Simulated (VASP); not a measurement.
Output of a VASP run:

**OSZICAR**
```
       N       E                     dE             d eps       ncg     rms          rms(c)
DAV:   1     0.568149824664E+03    0.56815E+03   -0.21985E+04  5168   0.460E+02
DAV:   2     0.239296803488E+02   -0.54422E+03   -0.48207E+03  5544   0.159E+02
DAV:   3    -0.289784338795E+02   -0.52908E+02   -0.50868E+02  5992   0.535E+01
DAV:   4    -0.298784374328E+02   -0.90000E+00   -0.89804E+00  5928   0.712E+00
DAV:   5    -0.298829108738E+02   -0.44734E-02   -0.44730E-02  5920   0.469E-01    0.160E+01
DAV:   6    -0.280498772857E+02    0.18330E+01   -0.46717E-01  7392   0.101E+01    0.121E+01
DAV:   7    -0.279543294887E+02    0.95548E-01   -0.43252E-01  6040   0.238E+00    0.566E+00
DAV:   8    -0.279445819045E+02    0.97476E-02   -0.82609E-02  6048   0.166E+00    0.730E-01
DAV:   9    -0.279434375617E+02    0.11443E-02   -0.66315E-03  6208   0.546E-01    0.296E-01
DAV:  10    -0.279436630942E+02   -0.22553E-03   -0.14223E-03  5824   0.103E-01    0.112E-01
DAV:  11    -0.279437955074E+02   -0.13241E-03   -0.16629E-04  5856   0.495E-02    0.975E-02
DAV:  12    -0.279438231865E+02   -0.27679E-04   -0.26166E-05  5720   0.209E-02    0.273E-02
DAV:  13    -0.279438241900E+02   -0.10035E-05   -0.27315E-06  6088   0.515E-03    0.658E-03
DAV:  14    -0.279438249768E+02   -0.78677E-06   -0.61622E-07  5664   0.162E-03    0.333E-03
DAV:  15    -0.279438249896E+02   -0.12845E-07   -0.22348E-08  5296   0.430E-04
   1 F= -.27943825E+02 E0= -.27943825E+02  d E =-.307142E-23
 imaginary and real dielectric function
```

File OUTCAR:
```
------------------------ aborting loop because EDIFF is reached ----------------------------------------
  FORCE on cell =-STRESS in cart. coord.  units (eV):
  Direction    XX          YY          ZZ          XY          YZ          ZX
  --------------------------------------------------------------------------------------
  Total       -0.0517381     -0.0517381     -0.0517381      0.0000000      0.0000000     -0.0000000
  in kB       -0.4462965     -0.4462965     -0.4462965      0.0000000      0.0000000     -0.0000000
  external PRESSURE =      -0.4462965 kB  Pullay stress =       0.0000000 kB
  volume of cell :      185.74
      direct lattice vectors                 reciprocal lattice vectors
     5.705571472  0.000000000  0.000000000     0.175267281  0.000000000  0.000000000
     0.000000000  5.705571472  0.000000000     0.000000000  0.175267281  0.000000000
     0.000000000  0.000000000  5.705571472     0.000000000  0.000000000  0.175267281
 POSITION                                       TOTAL-FORCE (eV/Angst)
 -----------------------------------------------------------------------------------
      0.00000      0.00000      0.00000        -0.000000     -0.000000     -0.000000
      0.00000      2.85279      2.85279        -0.000000     -0.000000     -0.000000
      2.85279      0.00000      2.85279        -0.000000     -0.000000     -0.000000
      2.85279      2.85279      0.00000        -0.000000     -0.000000     -0.000000
      4.35613      4.35613      1.34945        -0.004164     -0.004164      0.004164
      4.35613      1.34945      4.35613        -0.004164      0.004164     -0.004164
      1.34945      1.34945      1.34945         0.004164      0.004164      0.004164
      1.34945      4.35613      4.35613         0.004164     -0.004164     -0.004164
 -----------------------------------------------------------------------------------
    total drift:                               -0.000000     -0.000000     -0.000000
  FREE ENERGIE OF THE ION-ELECTRON SYSTEM (eV)
  ---------------------------------------------------
  free  energy   TOTEN  =       -27.9438249896 eV

  energy  without entropy=      -27.9438249896  energy(sigma->0) =      -27.94382499

 plasma frequency squared (from intraband transitions) (eV^2)
  --------------------------------------------------------------------------------------
       0.000       0.000       0.000
       0.000       0.000       0.000
       0.000       0.000       0.000

 plasma frequency squared (from interband transitions, int dw w eps(2)(w)) (eV^2)
  --------------------------------------------------------------------------------------
     322.618       0.000       0.000       0.000      -0.000      -0.000
       0.000      -0.000     322.618       0.000       0.000       0.000
      -0.000       0.000       0.000      -0.000     322.618       0.000
```
(Selected blocks of OUTCAR.)

**POSCAR**
```
ZnCd3S4
1
    5.7055714725     0.0000000000     0.0000000000
    0.0000000000     5.7055714725     0.0000000000
    0.0000000000     0.0000000000     5.7055714725
Zn Cd S
1 3 4
Direct
  0.0000000000   0.0000000000   0.0000000000
  0.0000000000   0.5000000000   0.5000000000
  0.5000000000   0.0000000000   0.5000000000
  0.5000000000   0.5000000000   0.0000000000
  0.7634862912   0.7634862912   0.2365137088
  0.7634862912   0.2365137088   0.7634862912
  0.2365137088   0.2365137088   0.2365137088
  0.2365137088   0.7634862912   0.7634862912
```

**Question.** Reconstruct the remaining input files.

**Answer.** Several could match; the one computed here: the input of the run itself, PBEsol GGA, plane waves, VASP's PBE PAW potentials (set 64).

File KPOINTS:
```
kpoints
0
Gamma
7 7 7
0 0 0
```

### INCAR
```
! general
SYSTEM   =  ZnCd3S4
PREC     =  Accurate
ENCUT    =  400
LREAL    =  .False.
LASPH    =  .True.
NBANDS   =  129

! electronic loop
EDIFF    =  1E-7
NELM     =  100
ALGO     =  Normal
LMAXMIX  =  4

! smearing
ISMEAR   =  0
SIGMA    =  0.01

! functional
GGA      =  PS

! output
LWAVE    =  .False.
LCHARG   =  .False.
NEDOS    =  1001

! other
LOPTICS  =  .True.
CSHIFT   =  0.1
```

POTCAR, in this order: Zn Cd S (PBE.64 set). Program: vasp_std.

The dielectric response may not be converged in the k-mesh; for small gaps it tends to come out too large.

The structure comes from a computed database's ZnCd3S4 entry (P-43m); how it stands against other phases isn't given here. It was relaxed first.
